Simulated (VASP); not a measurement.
Output of a VASP run:

File OSZICAR:
```
       N       E                     dE             d eps       ncg     rms          rms(c)
DAV:   1     0.336777429010E+02    0.33678E+02   -0.69917E+03  5340   0.159E+03
DAV:   2    -0.157002340231E+02   -0.49378E+02   -0.42386E+02  4613   0.326E+02
DAV:   3    -0.219073522230E+02   -0.62071E+01   -0.51338E+01  5130   0.252E+02
DAV:   4    -0.222262725416E+02   -0.31892E+00   -0.28363E+00  5411   0.252E+01
DAV:   5    -0.222417264243E+02   -0.15454E-01   -0.13971E-01  5180   0.333E+00    0.443E+01
DAV:   6    -0.212037913156E+02    0.10379E+01   -0.10620E+00  5550   0.326E+01    0.181E+01
DAV:   7    -0.208671049617E+02    0.33669E+00   -0.70465E-01  5718   0.253E+01    0.525E-01
DAV:   8    -0.208541399666E+02    0.12965E-01   -0.11308E-02  5888   0.154E+00    0.307E-01
DAV:   9    -0.208535388617E+02    0.60110E-03   -0.42877E-04  5327   0.184E-01    0.366E-02
DAV:  10    -0.208535567069E+02   -0.17845E-04   -0.45867E-05  4951   0.689E-02    0.102E-02
DAV:  11    -0.208535555884E+02    0.11185E-05   -0.79519E-07  4528   0.223E-02    0.236E-03
DAV:  12    -0.208535549790E+02    0.60937E-06   -0.47113E-08  2752   0.596E-03    0.528E-04
DAV:  13    -0.208535549746E+02    0.43619E-08   -0.23692E-08  2657   0.636E-03
   1 F= -.20853555E+02 E0= -.20853825E+02  d E =-.208536E+02
       N       E                     dE             d eps       ncg     rms          rms(c)
DAV:   1    -0.208537212460E+02   -0.16627E-03   -0.17050E-02  4570   0.480E+00    0.705E-02
DAV:   2    -0.208535843286E+02    0.13692E-03   -0.19769E-04  5539   0.185E-01    0.350E-02
DAV:   3    -0.208535427372E+02    0.41591E-04   -0.92509E-05  5743   0.134E-01    0.567E-03
DAV:   4    -0.208535427666E+02   -0.29424E-07   -0.27103E-06  4792   0.188E-02    0.229E-03
DAV:   5    -0.208535426905E+02    0.76109E-07   -0.14484E-08  2460   0.678E-03
   2 F= -.20853543E+02 E0= -.20853811E+02  d E =0.122841E-04
       N       E                     dE             d eps       ncg     rms          rms(c)
DAV:   1    -0.208536383880E+02   -0.95621E-04   -0.49811E-03  4540   0.260E+00    0.382E-02
DAV:   2    -0.208535982240E+02    0.40164E-04   -0.57458E-05  5518   0.101E-01    0.189E-02
DAV:   3    -0.208535862048E+02    0.12019E-04   -0.26666E-05  5699   0.722E-02    0.310E-03
DAV:   4    -0.208535862487E+02   -0.43857E-07   -0.77606E-07  4612   0.101E-02
   3 F= -.20853586E+02 E0= -.20853855E+02  d E =-.312740E-04
```

OUTCAR:
```
------------------------ aborting loop because EDIFF is reached ----------------------------------------
  FORCE on cell =-STRESS in cart. coord.  units (eV):
  Direction    XX          YY          ZZ          XY          YZ          ZX
  --------------------------------------------------------------------------------------
  Total       -0.0029908     -0.0029908     -0.0031560      0.0000000      0.0000000      0.0000000
  in kB       -0.1617879     -0.1617878     -0.1707221      0.0000000      0.0000000      0.0000000
  external PRESSURE =      -0.1647659 kB  Pullay stress =       0.0000000 kB
  volume of cell :       29.62
      direct lattice vectors                 reciprocal lattice vectors
     1.381999880 -2.393693894  0.000000000     0.361794532 -0.208882181 -0.000000000
     1.381999880  2.393693894  0.000000000     0.361794532  0.208882181 -0.000000000
     0.000000000  0.000000000  4.476636291     0.000000000  0.000000000  0.223382007
 POSITION                                       TOTAL-FORCE (eV/Angst)
 -----------------------------------------------------------------------------------
      1.38200      0.79790      1.11916         0.000000     -0.000000      0.000000
      1.38200     -0.79790      3.35748        -0.000000      0.000000      0.000000
 -----------------------------------------------------------------------------------
    total drift:                               -0.000000      0.000010     -0.000016
  FREE ENERGIE OF THE ION-ELECTRON SYSTEM (eV)
  ---------------------------------------------------
  free  energy   TOTEN  =       -20.8535862487 eV

  energy  without entropy=      -20.8543938983  energy(sigma->0) =      -20.85385547

 reached required accuracy - stopping structural energy minimisation
```
(Selected blocks of OUTCAR.)

### POSCAR
```
Re
1
    1.3824682418    -2.3945051197     0.0000000000
    1.3824682418     2.3945051197     0.0000000000
    0.0000000000     0.0000000000     4.4736035563
Re
2
Direct
  0.3333330000   0.6666670000   0.2500000000
  0.6666670000   0.3333330000   0.7500000000
```

Write an INCAR and KPOINTS that could have produced this output.

This is not unique; one that fits is the input of the run itself, rev-vdW-DF2, plane waves, VASP's PBE PAW potentials (set 64).

**KPOINTS**
```
Regular mesh
0
gamma
15 15 8
```

**INCAR**
```
SYSTEM = Re
PREC = Accurate; ENCUT = 520; LREAL = .False.
LASPH = .True.
EDIFF = 1E-7; NELM = 100; ALGO = Normal
LMAXMIX = 6
ISMEAR = 1; SIGMA = 0.1
GGA = MK; LUSE_VDW = .True.; AGGAC = 0.0
PARAM1 = 0.1234568; PARAM2 = 0.7114; ZAB_VDW = -1.8867
IBRION = 2; NSW = 30; ISIF = 4
EDIFFG = -0.01
LWAVE = .False.; LCHARG = .False.
```

POTCAR, in this order: Re (PBE.64 set). Program: vasp_std.

The compound is Re in the hcp structure. This run relaxes it. Symmetry was kept, so distortions that lower it aren't found.
